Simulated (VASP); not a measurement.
OSZICAR of a VASP run on NiSb (NiAs type):

**OSZICAR**
```
       N       E                     dE             d eps       ncg     rms          rms(c)
DAV:   1     0.143862655296E+03    0.14386E+03   -0.10102E+04  5168   0.126E+03
DAV:   2    -0.190755423418E+02   -0.16294E+03   -0.15838E+03  5210   0.292E+02
DAV:   3    -0.268731649512E+02   -0.77976E+01   -0.75419E+01  5863   0.781E+01
DAV:   4    -0.270876511333E+02   -0.21449E+00   -0.21344E+00  5801   0.125E+01
DAV:   5    -0.270944926428E+02   -0.68415E-02   -0.68400E-02  6193   0.237E+00    0.147E+01
DAV:   6    -0.310434151973E+02   -0.39489E+01   -0.48742E+01  5627   0.127E+02    0.213E+01
DAV:   7    -0.252203104585E+02    0.58231E+01   -0.17159E+01  5593   0.848E+01    0.414E+00
DAV:   8    -0.252639979564E+02   -0.43687E-01   -0.21086E+00  7215   0.145E+01    0.276E+00
DAV:   9    -0.252066392147E+02    0.57359E-01   -0.26527E-01  5797   0.858E+00    0.619E-01
DAV:  10    -0.252072539279E+02   -0.61471E-03   -0.69976E-03  5680   0.766E-01    0.498E-01
DAV:  11    -0.252070121741E+02    0.24175E-03   -0.59575E-04  5815   0.222E-01    0.160E-01
DAV:  12    -0.252067947890E+02    0.21739E-03   -0.84129E-04  6267   0.511E-01    0.556E-02
DAV:  13    -0.252067990984E+02   -0.43094E-05   -0.63678E-05  5567   0.562E-02    0.312E-02
DAV:  14    -0.252067994840E+02   -0.38568E-06   -0.47338E-06  5534   0.194E-02
   1 F= -.25206799E+02 E0= -.25205707E+02  d E =-.218431E-02
```

Problem. Which electronic solver shows in the log?

Solution. It is blocked Davidson (ALGO = Normal, or the opening steps of other solvers). The INCAR had ALGO = Normal.

Problem. How was spin treated?

Solution. Without spin polarisation: there is no mag entry.

Problem. Can the final energy be trusted as converged?

Solution. The run converged. It stopped with EDIFF = 1E-6, NELM = 100 (PBE GGA, plane waves, VASP's PBE PAW potentials (set 64)). The cell is charged, with a uniform compensating background.

The compound is NiSb in the NiAs type structure. The cell was not relaxed at this level, atoms are displaced from their ideal sites. The run is one of a series of settings (ISMEAR = 0, NELECT = 29.5, SIGMA = 0.05 against the base run), some of them coarse on purpose. The run is not spin-polarised, so no magnetic state was tried.
